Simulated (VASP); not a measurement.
Level of theory: PBEsol GGA, VASP's PBE PAW potentials (set 64) (plane waves; VASP 6.6.1).

VASP input:

KPOINTS:
```
Automatic mesh
0
Gamma
7 7 7
0 0 0
```

### INCAR
```
! general
SYSTEM = SiS2
PREC   = Accurate
ENCUT  = 300
LREAL  = .FALSE.
LASPH  = .TRUE.

! electronic loop
EDIFF  = 1E-6
NELM   = 100
ALGO   = Normal

! smearing
ISMEAR = 0
SIGMA  = 0.01

! functional
GGA    = PS

! ions
ISIF   = 2

! output
LWAVE  = .FALSE.
LCHARG = .FALSE.
```

POSCAR:
```
SiS2
5.7403970
 -0.4748744730   0.4748744730   0.7409376041
  0.4748744730  -0.4748744730   0.7409376041
  0.4748744730   0.4748744730  -0.7409376041
Si S
2 4
Cartesian
  0.0000000000   0.4748744730   0.3704688021
  0.0000000000   0.0000000000   0.0000000000
  0.2374372365   0.2061050188  -0.1852344010
  0.2061050188   0.7123117095   0.1852344010
  0.2374372365   0.2687694542   0.5557032031
  0.2687694542  -0.2374372365   0.9261720052
```

POTCAR, in this order: Si S (PBE.64 set). Program: vasp_std.

What will the output report for the number of irreducible k-points (NKPTS), largest plane-wave count, number of space-group operations, FFT grid (NGX, NGY, NGZ)?

- number of irreducible k-points (NKPTS) = 40
- largest plane-wave count = 1505
- number of space-group operations = 8
- FFT grid (NGX, NGY, NGZ) = 32 × 32 × 32

The structure comes from a computed database's SiS2 entry; how it stands against other phases isn't given here. The cell was not relaxed at this level. The run is one of a series of settings (GGA = PS, POTCAR Si S (PBE.64 set) against the base run), some of them coarse on purpose.
